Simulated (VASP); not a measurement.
```yaml
crystal:
  lattice:
    - [3.99420, 0.00000, 0.00000]
    - [-1.99710, 3.45908, 0.00000]
    - [0.00000, 0.00000, 4.88086]
  atoms:
    - { symbol: Al, position: [0.99270, 0.99159, 0.00283] }
    - { symbol: Al, position: [0.33068, 0.66742, 0.64797] }
    - { symbol: Al, position: [0.66839, 0.33978, 0.34904] }
    - { symbol: Ni, position: [0.33679, 0.66374, 0.14390] }
    - { symbol: Ni, position: [0.67144, 0.33747, 0.85626] }
```

Level of theory: PBEsol GGA, VASP's PBE PAW potentials (set 64) (plane waves; VASP). Numerical set-up: 300 eV cut-off, 7×7×5 Γ-centred mesh, Gaussian smearing of 0.27 eV, potentials Al Ni.

Estimate the energy per atom (σ→0), largest force, band gap (on the k-mesh) with the smallest direct gap where there is one.

| Property | Value |
|---|---|
| band gap (on the k-mesh) | none (metal, semimetal or under 0.01 eV) |
| energy per atom (σ→0) | -5.527 eV/atom |
| largest force | 0.496 eV/Å |

The absolute energy has meaning only against runs of the same code, potentials and settings.

The structure comes from a computed database's Al3Ni2 entry; how it stands against other phases isn't given here. The cell was not relaxed at this level, atoms are displaced from their ideal sites. The run is not spin-polarised, so no magnetic state was tried. The electron count is odd and the run is not spin-polarised, which forces a metal.
